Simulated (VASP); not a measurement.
Input:

```
InSb
1.0
    4.22824     0.00000     0.00000
   -2.11412     3.66177     0.00000
    0.00000     0.00000     7.36022
In Sb
2 2
Direct
  0.00000   0.00000   0.00000
  0.00000   0.00000   0.50000
  0.33333   0.66667   0.25000
  0.66667   0.33333   0.75000
```

These are r2SCAN meta-GGA, VASP's PBE PAW potentials (set 64) (plane waves; VASP) values and carry that method's errors. Run with 400 eV cut-off, 9×9×5 Γ-centred mesh, tetrahedra with Blöchl corrections, potentials In_d Sb.

Q: The job: InSb (relaxed from the NiAs type structure, space group P6_3/mmc), 4 atoms, r2SCAN, static run, 400 eV, 9×9×5 Γ-centred mesh. Roughly how much core time does it take on a busy server core?

A: About 10 core-minutes (one run on a shared machine, a rough figure). It had 36 irreducible k-points, 22 bands, up to 2091 plane waves and 31 electronic steps.

The structure was generated: InSb was put into the NiAs type type (P6_3/mmc), which need not be its known phase. It was relaxed first, which changed the volume by +5 %.
